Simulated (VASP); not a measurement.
Input for VASP

**POSCAR**
```
Be2C
3.057890
  0.0000000000   0.7071068613   0.7071068613
  0.7071068613   0.0000000000   0.7071068613
  0.7071068613   0.7071068613   0.0000000000
Be C
2 1
direct
  0.7490700000   0.7625940000   0.7393030000
  0.2504620000   0.2533980000   0.2549930000
  0.0004670000  -0.0159910000   0.0057030000
```

INCAR:
```
! general
SYSTEM=Be2C
PREC  =Accurate
ENCUT =400
LREAL =.FALSE.   ! projection in real space or not
LASPH =.TRUE.   ! aspherical one-centre terms

! electronic loop
EDIFF =1E-6
NELM  =100
ALGO  =Normal

! smearing
ISMEAR=0   ! Gaussian
SIGMA =0.05   ! width (eV)

! functional
GGA   =PE   ! PBE

! ions
ISIF  =2

! output
LWAVE =.FALSE.
LCHARG=.FALSE.
```

File KPOINTS:
```
K-points
0
G
  11 11 11
```

POTCAR, in this order: Be C (PBE.64 set). Program: vasp_std.

Translate this PBE calculation to Quantum ESPRESSO's pw.x.

One equivalent input (not run):
```
&CONTROL
  calculation = 'scf'
  pseudo_dir = './pseudo'
  outdir = './out'
  tprnfor = .true.
  tstress = .true.
/
&SYSTEM
  ibrav = 0
  nat = 3
  ntyp = 2
  ecutwfc = 88
  occupations = 'smearing'
  smearing = 'gaussian'
  degauss = 0.003675
  input_dft = 'pbe'
/
&ELECTRONS
  conv_thr = 7.3e-08
  electron_maxstep = 100
/
ATOMIC_SPECIES
  Be 9.012 Be.upf
  C 12.011 C.upf
CELL_PARAMETERS angstrom
     0.0000000    2.1622550    2.1622550
     2.1622550    0.0000000    2.1622550
     2.1622550    2.1622550    0.0000000
ATOMIC_POSITIONS crystal
  Be   0.7490700  0.7625940  0.7393030
  Be   0.2504620  0.2533980  0.2549930
  C    0.0004670 -0.0159910  0.0057030
K_POINTS automatic
  11 11 11 0 0 0
```
The two are equivalent in intent, not identical: the potentials are each code's own (VASP's PAW set, PseudoDojo norm-conserving files in pw.x), so ENCUT and ecutwfc are chosen apart and not converted; conv_thr bounds pw.x's estimated SCF error, while EDIFF bounds the energy change between steps.

The structure comes from a computed database's Be2C entry; how it stands against other phases isn't given here. The cell was not relaxed at this level, atoms are displaced from their ideal sites.
